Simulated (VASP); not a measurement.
Runs of VASP 6.6.1 on PtS2. It takes space group P-3m1 (No. 164, trigonal). The conventional cell has a = 3.568 Å, b = 3.568 Å, c = 4.802 Å, α = 90.00°, β = 90.00°, γ = 120.00°. Around Pt (site symmetry -3m) lie 6 S at 2.38 Å. S (site symmetry 3m) has 3 Pt at 2.38 Å as nearest neighbours. The cell is a database's computed one.

```csv
level,potentials or basis,k mesh,cutoff (eV),smearing,further INCAR settings,gap on the mesh (eV),pressure (GPa),largest force (eV/Å)
PBEsol,"VASP PAW PBE potentials, release 64 (Pt, S_h)",9 × 9 × 6,900,gaussian 0.02 eV,ALGO = Fast; EDIFF = 1e-06,0.35,0.2,0.02
PBEsol,"VASP PAW PBE potentials, release 64 (Pt, S)",15 × 15 × 10,520,gaussian 0.02 eV,ALGO = Fast; EDIFF = 1e-06,0.27,0.0,-
PBEsol,"VASP PAW PBE potentials, release 64 (Pt, S)",9 × 9 × 6,520,gaussian 0.5 eV,ALGO = Fast; EDIFF = 1e-06,0.38,0.1,(b)
r2SCAN,"VASP PAW PBE potentials, release 64 (Pt, S)",9 × 9 × 6,520,gaussian 0.02 eV,ALGO = Normal; EDIFF = 1e-06,0.54,(a),0.11
PBEsol,"VASP PAW PBE potentials, release 64 (Pt, S)",9 × 9 × 6,700,gaussian 0.02 eV,ALGO = Fast; EDIFF = 1e-06,0.36,0.0,-
```

Alike in all rows: task single point; no spin polarisation; cell as given.

Estimate the missing entries.

(a) 3.4; (b) 0.04.

Caveats: the PAW data sets were made with another functional, which shifts forces and pressure a little; spin-orbit coupling is left out, which moves the levels of the heavy elements; an odd mesh through Γ misses points on the zone boundary, where band edges often lie.

A k mesh can miss the band edges, and the runs leave out spin-orbit coupling on Pt.
